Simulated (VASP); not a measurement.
Level of theory: LDA (Ceperley-Alder, Perdew-Zunger), VASP's LDA PAW potentials (set 64) (plane waves; VASP).

VASP ran on this input.

INCAR:
```
SIGMA = 0.05   ! width (eV)
LCHARG = .FALSE.
SYSTEM = Ba(CdAs)2
ISMEAR = 0
PREC = Accurate
EDIFFG = -0.001   ! ionic stop
LMAXMIX = 4
LREAL = .FALSE.
ISIF = 2   ! forces and stress, cell fixed
LWAVE = .FALSE.
ALGO = Normal   ! blocked Davidson
IBRION = 1
NSW = 30   ! most ionic steps
LASPH = .TRUE.
NELM = 100   ! most electronic steps
EDIFF = 1E-8
ENCUT = 400   ! plane-wave cut-off (eV)
```

### KPOINTS
```
Regular mesh
0
G
 5 5 3
0 0 0
```

File POSCAR:
```
Ba(CdAs)2
1.0
  4.4510764563   0.0000000000   0.0000000000
 -2.2255382281   3.8547457004   0.0000000000
  0.0000000000   0.0000000000   7.5296199528
Ba Cd As
1 2 2
direct
  0.0000000000   1.0000000000   0.0000000000
  0.6666670000   0.3333330000   0.3706885946
  0.3333330000   0.6666670000   0.6293114054
  0.6666670000   0.3333330000   0.7384931070
  0.3333330000   0.6666670000   0.2615068930
```

POTCAR, in this order: Ba_sv Cd As (LDA.64 set). Program: vasp_std.

The run wrote:

**OUTCAR**
```
 ion  position               nearest neighbor table
   1  0.000  0.000  0.000-   4 3.24   5 3.24   4 3.24   5 3.24   4 3.24   5 3.24   2 3.79   3 3.79
                             3 3.79   2 3.79   2 3.79   3 3.79
   2  0.667  0.333  0.371-   5 2.70   5 2.70   5 2.70   4 2.77   3 3.22   3 3.22   3 3.22   1 3.79
                             1 3.79   1 3.79
   3  0.333  0.667  0.629-   4 2.70   4 2.70   4 2.70   5 2.77   2 3.22   2 3.22   2 3.22   1 3.79
                             1 3.79   1 3.79
   4  0.667  0.333  0.738-   3 2.70   3 2.70   3 2.70   2 2.77   1 3.24   1 3.24   1 3.24
   5  0.333  0.667  0.262-   2 2.70   2 2.70   2 2.70   3 2.77   1 3.24   1 3.24   1 3.24
  LATTYP: Found a hexagonal cell.
 ALAT       =     4.4510764563
 C/A-ratio  =     1.6916402193
 Subroutine PRICEL returns:
 Original cell was already a primitive cell.
 Subroutine GETGRP returns: Found 12 space group operations
The static configuration has the point symmetry D_3d.
The dynamic configuration has the point symmetry D_3d.
 Subroutine INISYM returns: Found 12 space group operations
 Subroutine IBZKPT returns following result:
 Found     12 irreducible k-points:

 Following reciprocal coordinates:
            Coordinates               Weight
  0.000000  0.000000  0.000000      1.000000
  0.200000  0.000000  0.000000      6.000000
...
```

OSZICAR:
```
       N       E                     dE             d eps       ncg     rms          rms(c)
DAV:   1     0.267619859828E+03    0.26762E+03   -0.18373E+04   624   0.127E+03
DAV:   2    -0.107274802205E+01   -0.26869E+03   -0.26378E+03   686   0.329E+02
DAV:   3    -0.204990407078E+02   -0.19426E+02   -0.18946E+02   830   0.836E+01
DAV:   4    -0.208386306030E+02   -0.33959E+00   -0.33923E+00   822   0.902E+00
DAV:   5    -0.208450382457E+02   -0.64076E-02   -0.64043E-02   878   0.110E+00    0.880E+00
DAV:   6    -0.192891146901E+02    0.15559E+01   -0.52708E+00   726   0.181E+01    0.715E+00
DAV:   7    -0.192269448164E+02    0.62170E-01   -0.10195E+00   686   0.473E+00    0.381E+00
DAV:   8    -0.192135500067E+02    0.13395E-01   -0.94140E-02   758   0.302E+00    0.557E-01
DAV:   9    -0.192109428618E+02    0.26071E-02   -0.18038E-02   738   0.133E+00    0.136E-01
DAV:  10    -0.192107893205E+02    0.15354E-03   -0.13653E-03   722   0.206E-01    0.662E-02
DAV:  11    -0.192107693924E+02    0.19928E-04   -0.27036E-04   832   0.115E-01    0.296E-02
DAV:  12    -0.192107758280E+02   -0.64356E-05   -0.30398E-05   694   0.337E-02    0.105E-02
DAV:  13    -0.192107756073E+02    0.22066E-06   -0.33854E-06   726   0.126E-02    0.375E-03
DAV:  14    -0.192107753667E+02    0.24063E-06   -0.94525E-07   796   0.616E-03    0.193E-03
DAV:  15    -0.192107754188E+02   -0.52067E-07   -0.14579E-07   758   0.224E-03    0.884E-04
DAV:  16    -0.192107753985E+02    0.20302E-07   -0.86924E-08   710   0.248E-03    0.307E-04
DAV:  17    -0.192107754026E+02   -0.41728E-08   -0.14945E-08   482   0.531E-04
   1 F= -.19210775E+02 E0= -.19210774E+02  d E =-.192108E+02
       N       E                     dE             d eps       ncg     rms          rms(c)
DAV:   1    -0.192108151189E+02   -0.39720E-04   -0.13471E-02   640   0.639E-01    0.127E-02
DAV:   2    -0.192108216800E+02   -0.65610E-05   -0.75463E-05   748   0.526E-02    0.500E-03
DAV:   3    -0.192108214200E+02    0.25996E-06   -0.12383E-06   758   0.598E-03    0.311E-03
DAV:   4    -0.192108213703E+02    0.49745E-07   -0.31437E-07   730   0.261E-03    0.108E-03
DAV:   5    -0.192108213709E+02   -0.61664E-09   -0.20474E-08   542   0.749E-04
   2 F= -.19210821E+02 E0= -.19210820E+02  d E =-.459683E-04
       N       E                     dE             d eps       ncg     rms          rms(c)
DAV:   1    -0.192108262296E+02   -0.48593E-05   -0.15187E-01   628   0.214E+00    0.376E-02
DAV:   2    -0.192108947793E+02   -0.68550E-04   -0.77211E-04   756   0.170E-01    0.152E-02
DAV:   3    -0.192108923992E+02    0.23801E-05   -0.11474E-05   742   0.186E-02    0.979E-03
DAV:   4    -0.192108917944E+02    0.60484E-06   -0.30945E-06   730   0.829E-03    0.337E-03
DAV:   5    -0.192108917933E+02    0.11109E-08   -0.23096E-07   752   0.255E-03    0.661E-04
DAV:   6    -0.192108917931E+02    0.17872E-09   -0.43891E-09   436   0.423E-04
   3 F= -.19210892E+02 E0= -.19210890E+02  d E =-.704222E-04
       N       E                     dE             d eps       ncg     rms          rms(c)
DAV:   1    -0.192108936117E+02   -0.18185E-05   -0.44669E-03   636   0.362E-01    0.488E-03
DAV:   2    -0.192108953739E+02   -0.17621E-05   -0.19246E-05   682   0.267E-02    0.226E-03
DAV:   3    -0.192108953380E+02    0.35919E-07   -0.22405E-07   770   0.272E-03    0.159E-03
DAV:   4    -0.192108953170E+02    0.20994E-07   -0.68673E-08   726   0.130E-03    0.461E-04
DAV:   5    -0.192108953167E+02    0.26739E-09   -0.67454E-09   338   0.453E-04
   4 F= -.19210895E+02 E0= -.19210894E+02  d E =-.352358E-05
       N       E                     dE             d eps       ncg     rms          rms(c)
DAV:   1    -0.192108929084E+02    0.24085E-05   -0.11268E-02   628   0.575E-01    0.895E-03
DAV:   2    -0.192108975132E+02   -0.46048E-05   -0.51060E-05   664   0.432E-02    0.385E-03
DAV:   3    -0.192108974242E+02    0.89042E-07   -0.58532E-07   780   0.444E-03    0.268E-03
DAV:   4    -0.192108973720E+02    0.52142E-07   -0.19988E-07   694   0.227E-03    0.556E-04
DAV:   5    -0.192108973731E+02   -0.10727E-08   -0.70616E-09   380   0.504E-04
   5 F= -.19210897E+02 E0= -.19210896E+02  d E =-.205640E-05
```

OUTCAR:
```
------------------------ aborting loop because EDIFF is reached ----------------------------------------
  FORCE on cell =-STRESS in cart. coord.  units (eV):
  Direction    XX          YY          ZZ          XY          YZ          ZX
  --------------------------------------------------------------------------------------
  Total        0.0948418      0.0948418      0.0609035      0.0000000      0.0000000     -0.0000000
  in kB        1.1761877      1.1761879      0.7552988      0.0000000      0.0000000     -0.0000000
  external PRESSURE =       1.0358915 kB  Pullay stress =       0.0000000 kB
  volume of cell :      129.19
      direct lattice vectors                 reciprocal lattice vectors
     4.451076456  0.000000000  0.000000000     0.224664755  0.129710243  0.000000000
    -2.225538228  3.854745700  0.000000000     0.000000000  0.259420485  0.000000000
     0.000000000  0.000000000  7.529619953     0.000000000  0.000000000  0.132808828
 POSITION                                       TOTAL-FORCE (eV/Angst)
 -----------------------------------------------------------------------------------
      0.00000      0.00000     -0.00000        -0.000000      0.000000     -0.000000
      2.22554      1.28491      2.78641        -0.000000      0.000000      0.000269
     -0.00000      2.56983      4.74321         0.000000      0.000000     -0.000269
      2.22554      1.28491      5.55764         0.000000      0.000000      0.000016
     -0.00000      2.56983      1.97198        -0.000000     -0.000000     -0.000016
 -----------------------------------------------------------------------------------
    total drift:                               -0.000000     -0.000000      0.000000
  FREE ENERGIE OF THE ION-ELECTRON SYSTEM (eV)
  ---------------------------------------------------
  free  energy   TOTEN  =       -19.2108973731 eV

  energy  without entropy=      -19.2108944191  energy(sigma->0) =      -19.21089590

 reached required accuracy - stopping structural energy minimisation
```
(Selected blocks of OUTCAR.)

CONTCAR:
```
Ba(CdAs)2
   1.00000000000000
     4.4510764563000000    0.0000000000000000    0.0000000000000000
    -2.2255382281000000    3.8547457004000001    0.0000000000000000
     0.0000000000000000    0.0000000000000000    7.5296199528000001
  Ba              Cd              As
     1     2     2
Direct
     0.0000000000000000    0.0000000000000000   -0.0000000000000000
     0.6666669999999968    0.3333330000000032    0.3700592683272128
     0.3333330000000032    0.6666669999999968    0.6299407316727870
     0.6666669999999968    0.3333330000000032    0.7381039203674047
     0.3333330000000032    0.6666669999999968    0.2618960796325958
```

The structure comes from a computed database's BaCd2As2 entry (P-3m1); how it stands against other phases isn't given here. This run relaxes the ions in a fixed cell. Symmetry was kept, so distortions that lower it aren't found. The start is the result of an earlier pass.
